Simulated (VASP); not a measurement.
Calculation: revPBE GGA, VASP's PBE PAW potentials (set 64) (plane waves; VASP).

Input for VASP

INCAR:
```
ALGO=All
EDIFF=1E-6
ENCUT=520
GGA=RE
ISMEAR=0
ISPIN=2
ISYM=0
LASPH=T
LCHARG=F
LMAXMIX=4
LORBIT=10
LREAL=F
LWAVE=F
MAGMOM=1
NELM=200
NUPDOWN=1
PREC=Normal
SIGMA=0.01
SYSTEM=Br atom
```

**POSCAR**
```
Br atom
1
   12.0000000000     0.0000000000     0.0000000000
    0.0000000000    12.5000000000     0.0000000000
    0.0000000000     0.0000000000    13.0000000000
Br
1
Direct
  0.0000000000   0.0000000000   0.0000000000
```

File KPOINTS:
```
Automatic mesh
0
Gamma
1 1 1
```

POTCAR, in this order: Br (PBE.64 set). Program: vasp_gam. Read from the step before: WAVECAR.

What VASP printed:

### OSZICAR
```
       N       E                     dE             d eps       ncg     rms           ort
SDA:   1    -0.217730482007E+00   -0.21773E+00    0.00000E+00     8   0.442E-02   0.000E+00
CGA:   2    -0.219359397675E+00   -0.16289E-02   -0.16377E-02     8   0.764E-03  -0.517E-04
CGA:   3    -0.219523289283E+00   -0.16389E-03   -0.16389E-03     8   0.304E-03  -0.186E-05
CGA:   4    -0.219573726088E+00   -0.50437E-04   -0.50383E-04     8   0.450E-04  -0.117E-05
CGA:   5    -0.219587627693E+00   -0.13902E-04   -0.14196E-04     8   0.323E-04  -0.282E-05
CGA:   6    -0.219611193487E+00   -0.23566E-04   -0.23637E-04     8   0.188E-03  -0.151E-05
SDA:   7    -0.248198340453E+00   -0.28587E-01   -0.28593E-01     8   0.246E+00   0.125E-02
CGA:   8    -0.284174081306E+00   -0.35976E-01   -0.90490E-01     8   0.411E-01  -0.732E-02
CGA:   9    -0.295273389327E+00   -0.11099E-01   -0.11077E-01     8   0.925E-02   0.241E-04
CGA:  10    -0.299557103590E+00   -0.42837E-02   -0.42941E-02     8   0.273E-02   0.456E-05
CGA:  11    -0.300475832553E+00   -0.91873E-03   -0.92427E-03     8   0.487E-03   0.906E-06
CGA:  12    -0.300680554700E+00   -0.20472E-03   -0.20489E-03     8   0.146E-03   0.110E-05
CGA:  13    -0.300742575814E+00   -0.62021E-04   -0.61845E-04     8   0.250E-04  -0.128E-05
CGA:  14    -0.300752644359E+00   -0.10069E-04   -0.10104E-04     8   0.574E-05   0.214E-06
CGA:  15    -0.300755442759E+00   -0.27984E-05   -0.27982E-05     8   0.147E-05  -0.960E-08
CGA:  16    -0.300756098384E+00   -0.65563E-06   -0.65440E-06     8   0.299E-06  -0.154E-07
   1 F= -.30075610E+00 E0= -.30075610E+00  d E =-.100000E-27  mag=     1.0000
```

File OUTCAR:
```
------------------------ aborting loop because EDIFF is reached ----------------------------------------
  FORCE on cell =-STRESS in cart. coord.  units (eV):
  Direction    XX          YY          ZZ          XY          YZ          ZX
  --------------------------------------------------------------------------------------
  Total       -0.0013565     -0.0023876     -0.0031430     -0.0005227     -0.0003326      0.0002537
  in kB       -0.0011146     -0.0019617     -0.0025824     -0.0004294     -0.0002732      0.0002085
  external PRESSURE =      -0.0018862 kB  Pullay stress =       0.0000000 kB
  volume of cell :     1950.00
      direct lattice vectors                 reciprocal lattice vectors
    12.000000000  0.000000000  0.000000000     0.083333333  0.000000000  0.000000000
     0.000000000 12.500000000  0.000000000     0.000000000  0.080000000  0.000000000
     0.000000000  0.000000000 13.000000000     0.000000000  0.000000000  0.076923077
 POSITION                                       TOTAL-FORCE (eV/Angst)
 -----------------------------------------------------------------------------------
      0.00000      0.00000      0.00000         0.000000      0.000000     -0.000000
 -----------------------------------------------------------------------------------
    total drift:                                0.000000      0.000000     -0.000000
  FREE ENERGIE OF THE ION-ELECTRON SYSTEM (eV)
  ---------------------------------------------------
  free  energy   TOTEN  =        -0.3007560984 eV

  energy  without entropy=       -0.3007560984  energy(sigma->0) =       -0.30075610

 total charge

# of ion       s       p       d       tot
------------------------------------------
    1        1.631   3.053   0.001   4.685

 magnetization (x)

# of ion       s       p       d       tot
------------------------------------------
    1        0.025   0.651   0.001   0.677
```
(Selected blocks of OUTCAR.)

The atom may not be in its lowest state.

The cell is a free atom in a box.
